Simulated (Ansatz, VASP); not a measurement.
# Cross-check of Pt22S (S3(112) boundary in fcc Pt with S (substitutional)) between VASP and Ansatz, part 2 of 2

Aim: how closely do two programs agree when they are given the same cell, functional and k mesh? The structure shown is the start of the Ansatz relaxation below; VASP solves that cell, so the two are compared at the walk's first step.

VASP 6.6.1 and Ansatz 0.2.0.

So far: Set-up; Ansatz: relaxation, PBE.

**3. VASP: single point, PBE, start cell**

Level of this step: PBE; plane waves and PAW (Pt, S) (VASP).

The same cell, functional, mesh and smearing now go to VASP, with its own data sets.

Lines of VASP's logs that name or quote its potential files are left out, and so is its time.

INCAR reads:

```
SYSTEM = Pt22S
PREC = Accurate
ENCUT = 400
EDIFF = 1E-06
NELM = 120
ISMEAR = -1
SIGMA = 0.1
LREAL = .FALSE.
ALGO = Normal
GGA = PE
NBANDS = 140
LASPH = .TRUE.
LORBIT = 11
LWAVE = .FALSE.
LCHARG = .FALSE.
ISIF = 2
GGA_COMPAT = .FALSE.
KPAR = 4
```

POSCAR reads:

```
Pt22S
1.0
    2.7731313745      0.0000000000      0.0000000000
    0.0000000000      6.7927568571      0.0000000000
    0.0000000000      0.0000000000     29.4122836744
Pt S
22 1
Direct
    0.0000000000      0.3333332913      0.1699970004
    0.5000000000      0.0000000000      0.1972146762
    0.0000000000      0.6666667298      0.2244323519
    0.5000000000      0.3333332913      0.2516500277
    0.0000000000      0.0000000000      0.2788677034
    0.5000000000      0.6666667298      0.3060853791
    0.0000000000      0.3333332913      0.3333030549
    0.5000000000      0.0000000000      0.3605207646
    0.0000000000      0.6666667298      0.3877384404
    0.5000000000      0.3333332913      0.4149561161
    0.0000000000      0.6666667298      0.4966091434
    0.5000000000      0.0000000000      0.5238268191
    0.0000000000      0.3333332913      0.5510444949
    0.5000000000      0.6666667298      0.5782621706
    0.0000000000      0.0000000000      0.6054798464
    0.5000000000      0.3333332913      0.6326975221
    0.0000000000      0.6666667298      0.6599151978
    0.5000000000      0.0000000000      0.6871328736
    0.0000000000      0.3333332913      0.7143505493
    0.5000000000      0.6666667298      0.7415682591
    0.0000000000      0.0000000000      0.7687859348
    0.5000000000      0.3333332913      0.7960036106
    0.0000000000      0.0000000000      0.4421737919
```

KPOINTS reads:

```
Automatic mesh
0
Gamma
8 4 1
0 0 0
```

Potentials, in the order of the species: Pt and S (PBE family, release 64).

Command:

```sh
mpirun -np 4 vasp_std
```

Numbers of over 12 decimals in the logs are rounded to 6 here.

Log:

```text
[banner, memory and clock lines left out]
running    4 mpi-ranks, on    1 nodes
 distrk:  each k-point on    1 cores,    4 groups
 distr:  one band on    1 cores,    1 groups

 POSCAR found type information on POSCAR PtS
 POSCAR found :  2 types and      23 ions
|                                                                             |
|               ----> ADVICE to this user running VASP <----                  |
|                                                                             |
|     You have a (more or less) 'large supercell' and for larger cells it     |
|     might be more efficient to use real-space projection operators.         |
|     Therefore, try LREAL= Auto in the INCAR file.                           |
|     Mind: For very accurate calculation, you might also keep the            |
|     reciprocal projection scheme (i.e. LREAL=.FALSE.).                      |
|                                                                             |

 LDA part: xc-table for (Slater+PW92), standard interpolation
 POSCAR, INCAR and KPOINTS ok, starting setup
 FFT: planning ... GRIDC
 FFT: planning ... GRID_SOFT
 FFT: planning ... GRID
 WAVECAR not read
 entering main loop
       N       E                     dE             d eps       ncg     rms          rms(c)
DAV:   1     0.129915685151E+04    0.12992E+04   -0.94946E+04  4232   0.120E+03
DAV:   2    -0.665659308899E+02   -0.13657E+04   -0.12710E+04  4792   0.285E+02
DAV:   3    -0.137545498706E+03   -0.70980E+02   -0.64593E+02  4928   0.576E+01
DAV:   4    -0.140162898760E+03   -0.26174E+01   -0.25596E+01  5104   0.108E+01
DAV:   5    -0.140248591637E+03   -0.85693E-01   -0.85548E-01  5000   0.202E+00    0.543E+01
DAV:   6    -0.146914953967E+03   -0.66664E+01   -0.34317E+01  4660   0.267E+01    0.521E+01
DAV:   7    -0.220781395100E+03   -0.73866E+02   -0.14199E+02  6356   0.797E+01    0.738E+01
DAV:   8    -0.241313482543E+03   -0.20532E+02   -0.20898E+02  6300   0.661E+01    0.786E+01
DAV:   9    -0.243027011769E+03   -0.17135E+01   -0.23875E+02  6580   0.715E+01    0.765E+01
DAV:  10    -0.157782820017E+03    0.85244E+02   -0.15220E+02  6012   0.380E+01    0.386E+01
DAV:  11    -0.171764011589E+03   -0.13981E+02   -0.66100E+01  4904   0.453E+01    0.470E+01
DAV:  12    -0.148080118557E+03    0.23684E+02   -0.33690E+01  4780   0.274E+01    0.283E+01
DAV:  13    -0.139753158262E+03    0.83270E+01   -0.14283E+01  4608   0.158E+01    0.181E+01
DAV:  14    -0.134731244526E+03    0.50219E+01   -0.50500E+00  4700   0.132E+01    0.116E+01
[...]
DAV:  43    -0.131992008502E+03   -0.16427E-04   -0.15217E-06  2800   0.488E-03    0.258E-02
DAV:  44    -0.131992036411E+03   -0.27909E-04   -0.48139E-06  2900   0.818E-03    0.323E-02
DAV:  45    -0.131992055688E+03   -0.19277E-04   -0.63171E-06  2808   0.674E-03    0.164E-02
DAV:  46    -0.131992063136E+03   -0.74487E-05   -0.18413E-06  2700   0.348E-03    0.832E-03
DAV:  47    -0.131992069878E+03   -0.67412E-05   -0.61089E-07  2568   0.189E-03    0.428E-03
DAV:  48    -0.131992076672E+03   -0.67947E-05   -0.13897E-06  2636   0.276E-03    0.534E-03
DAV:  49    -0.131992080329E+03   -0.36567E-05   -0.34241E-07  2644   0.143E-03    0.417E-03
DAV:  50    -0.131992081108E+03   -0.77902E-06   -0.75586E-08  2544   0.707E-04
   1 F= -.13199208E+03 E0= -.13135378E+03  d E =-.127661E+01
```

Parts of OUTCAR (step 3):

```text
ion  position               nearest neighbor table
   1  0.000  0.333  0.170-   2 2.77   2 2.77   4 2.77   4 2.77   3 2.77
   2  0.500  0.000  0.197-   3 2.77   3 2.77   4 2.77   1 2.77   1 2.77   5 2.77   5 2.77
   3  0.000  0.667  0.224-   5 2.77   2 2.77   2 2.77   6 2.77   6 2.77   1 2.77   4 2.77   4 2.77

  LATTYP: Found a simple orthorhombic cell.
 ALAT       =     2.7731313745
 B/A-ratio  =     2.4494897427
 C/A-ratio  =    10.6061631068

 Subroutine GETGRP returns: Found  2 space group operations
 (whereof  2 operations were pure point group operations)

The static configuration has the point symmetry C_1h.

 Found     15 irreducible k-points:

   k-points           NKPTS =     15   k-points in BZ     NKDIM =     15   number of bands    NBANDS=    140

   dimension x,y,z NGX =    18 NGY =   48 NGZ =  192
   dimension x,y,z NGXF=    36 NGYF=   96 NGZF=  384

   ENCUT  =  400.0 eV  29.40 Ry    5.42 a.u.   4.52 11.08 47.96*2*pi/ulx,y,z

   NELECT =     226.0000    total number of electrons

 k-points in reciprocal lattice and weights: Automatic mesh
   0.00000000  0.00000000  0.00000000       0.031
   0.12500000  0.00000000  0.00000000       0.062
   0.25000000  0.00000000  0.00000000       0.062
   0.37500000  0.00000000  0.00000000       0.062
   0.50000000  0.00000000  0.00000000       0.031
   0.00000000  0.25000000  0.00000000       0.062
   0.12500000  0.25000000  0.00000000       0.125
   0.25000000  0.25000000  0.00000000       0.125
   0.37500000  0.25000000  0.00000000       0.125
[...]
0.37500000  0.50000000  0.00000000       0.062
   0.50000000  0.50000000  0.00000000       0.031

 average (electrostatic) potential at core
       1 -68.4668       2 -68.8072       3 -69.0610       4 -69.3237       5 -69.2279
       6 -69.2573       7 -69.3163       8 -69.2582       9 -69.0156      10 -68.7771
      11 -68.7473      12 -69.1344      13 -69.0205      14 -69.3074      15 -69.2999
      16 -69.3034      17 -69.2807      18 -69.2696      19 -69.3077      20 -69.0542
      21 -68.8197      22 -68.4667      23 -88.3101

 E-fermi :   4.8633

 k-point     1 :       0.0000    0.0000    0.0000
  band No.  band energies     occupation
    ...
    115       4.8307      1.16156
    116       4.8548      1.04247
    117       4.9009      0.81436
    118       4.9365      0.64943
    119       4.9388      0.63936
    120       5.0353      0.30388
    121       5.1293      0.13079
    122       5.1389      0.11948
    123       5.2538      0.03950
    124       5.2840      0.02936
    ...

 k-point     2 :       0.1250    0.0000    0.0000
  band No.  band energies     occupation
    ...
    114       4.5936      1.87375
    115       4.6419      1.80307
    116       4.7687      1.44061
    117       4.8079      1.27000
    118       4.8895      0.87001
    119       5.0510      0.26557
    120       5.0966      0.17680
    121       5.1482      0.10943
    122       5.2898      0.02772
    123       5.4724      0.00452
    ...

 k-point     3 :       0.2500    0.0000    0.0000
  band No.  band energies     occupation
    ...
    113       4.6713      1.74422
    114       4.6772      1.73075
    115       4.7370      1.55907
    116       4.8490      1.07140
    117       4.9524      0.58178
    118       5.0200      0.34541
    119       5.3603      0.01379
    120       5.6887      0.00052
    121       5.8996      0.00006
    122       6.0327      0.00002
    ...

  Total        2.9847615     -3.1880779      5.0569106      0.0000000     -0.2346027      0.0000000
  in kB        8.6312752     -9.2192213     14.6234754      0.0000000     -0.6784195      0.0000000
  external PRESSURE =       4.6785097 kB  Pullay stress =       0.0000000 kB

  energy-cutoff  :      400.00
  volume of cell :      554.05
      direct lattice vectors                 reciprocal lattice vectors
     2.773131375  0.000000000  0.000000000     0.360603183  0.000000000  0.000000000
     0.000000000  6.792756857  0.000000000     0.000000000  0.147215633  0.000000000
     0.000000000  0.000000000 29.412283674     0.000000000  0.000000000  0.033999400

 POSITION                                       TOTAL-FORCE (eV/Angst)
 -----------------------------------------------------------------------------------
      0.00000      2.26425      5.00000         0.000000     -0.247121      0.494384
      1.38657      0.00000      5.80053         0.000000     -0.140873     -0.488308
      0.00000      4.52851      6.60107         0.000000      0.164735     -1.069508
      1.38657      2.26425      7.40160         0.000000      0.341435     -0.102965
      0.00000      0.00000      8.20214         0.000000     -0.126037     -0.020748
      1.38657      4.52851      9.00267         0.000000      0.003690      0.034069
      0.00000      2.26425      9.80320         0.000000      0.019928     -0.127206
      1.38657      0.00000     10.60374         0.000000     -0.131988      0.596798
      0.00000      4.52851     11.40427         0.000000     -0.080504      1.277267
      1.38657      2.26425     12.20481         0.000000      0.191520      0.899422
      0.00000      4.52851     14.60641         0.000000     -0.546209     -0.901716
      1.38657      0.00000     15.40694         0.000000      0.713155     -1.002248
      0.00000      2.26425     16.20748         0.000000      0.066756     -0.923745
      1.38657      4.52851     17.00801         0.000000     -0.412389     -0.071497
      0.00000      0.00000     17.80855         0.000000      0.075286      0.043318
      1.38657      2.26425     18.60908         0.000000      0.023287      0.275763
      0.00000      4.52851     19.40961         0.000000     -0.011266     -0.260573
      1.38657      0.00000     20.21015         0.000000     -0.127674     -0.120904
      0.00000      2.26425     21.01068         0.000000      0.336531      0.138153
      1.38657      4.52851     21.81122         0.000000      0.182937      1.091235
      0.00000      0.00000     22.61175         0.000000     -0.188288      0.483185
      1.38657      2.26425     23.41228         0.000000     -0.237928     -0.507996
      0.00000      0.00000     13.00534         0.000000      0.131019      0.263819
 -----------------------------------------------------------------------------------
    total drift:                                0.000000     -0.000157      0.000539

  FREE ENERGIE OF THE ION-ELECTRON SYSTEM (eV)
  ---------------------------------------------------
  free  energy   TOTEN  =      -131.9920811081 eV

  energy  without entropy=     -130.7154692653  energy(sigma->0) =     -131.35377519

 total charge
# of ion       s       p       d       tot
------------------------------------------
    1        0.622   0.356   8.045   9.023
    2        0.630   0.469   8.013   9.111
    3        0.637   0.531   7.996   9.164
    4        0.635   0.606   8.023   9.264
    5        0.632   0.601   8.051   9.284
    6        0.632   0.604   8.044   9.281
    7        0.636   0.607   8.035   9.278
    8        0.622   0.570   8.061   9.254
    9        0.611   0.519   8.039   9.169
   10        0.585   0.432   8.068   9.085
   11        0.593   0.426   8.040   9.060
   12        0.616   0.529   8.039   9.185
   13        0.633   0.528   8.018   9.179
   14        0.637   0.609   8.031   9.277
   15        0.639   0.609   8.043   9.291
   16        0.636   0.609   8.039   9.284
   17        0.637   0.607   8.045   9.288
   18        0.635   0.604   8.045   9.284
   19        0.634   0.605   8.027   9.267
   20        0.638   0.529   8.001   9.168
   21        0.629   0.469   8.014   9.112
   22        0.621   0.354   8.050   9.025
   23        1.428   2.034   0.000   3.462
--------------------------------------------------
tot         15.217  13.808 176.770 205.795

[... 3 further parts left out ...]
```

**4. Differences**

Known differences besides the potentials themselves: the data sets hold 402 valence electrons in Ansatz (on its PAW soft_1 files) and 226 in VASP; the cutoff is 420 eV in Ansatz and 400 eV in VASP. Total energies have different zeros and are not compared.

Forces on 9 of the 23 atoms, those with the largest forces and the largest differences (eV/Å; atoms numbered as in POSCAR):

| atom | Ansatz x, y, z | VASP x, y, z |
| --- | --- | --- |
| Pt2 | 0.000, -0.147, -0.511 | 0.000, -0.141, -0.488 |
| Pt3 | 0.000, 0.166, -1.090 | 0.000, 0.165, -1.070 |
| Pt9 | 0.000, -0.080, 1.294 | 0.000, -0.081, 1.277 |
| Pt10 | 0.000, 0.196, 0.915 | 0.000, 0.192, 0.899 |
| Pt11 | 0.000, -0.553, -0.916 | 0.000, -0.546, -0.902 |
| Pt12 | 0.000, 0.720, -1.015 | 0.000, 0.713, -1.002 |
| Pt13 | 0.000, 0.068, -0.940 | 0.000, 0.067, -0.924 |
| Pt20 | 0.000, 0.184, 1.110 | 0.000, 0.183, 1.091 |
| Pt21 | 0.000, -0.195, 0.505 | 0.000, -0.188, 0.483 |

The forces differ by 7.4 meV/Å r.m.s., which is 1.9 % of the r.m.s. force of 0.392 eV/Å (both taken over all components).

**5. Results**

```yaml
r_m_s_force_difference_single_point_pbe_start_cell: 1.9 % of the r.m.s. force
```

What this shows: The r.m.s. force difference is 1.9 % of the r.m.s. force (single point, PBE, start cell), within the 3 % picked in this series as the mark of a large difference. The data sets hold unlike numbers of valence electrons (402 in Ansatz and 226 in VASP), so part of the differences comes from the potentials. How closely two codes agree says nothing of how well the functional describes the real material.

[Lines on the potential files, build, host, timing and source positions are cut from VASP's logs without a mark.]

[Logs are printed without paths, hosts, clocks, repeated set-up lines and the standing remarks that a program may print on its own settings, such as how far it seeks lower states.]

[Hosts, paths, dates, database ids (printed as entryN), source tags and the programs' standing remarks are cut or masked in the printed files.]
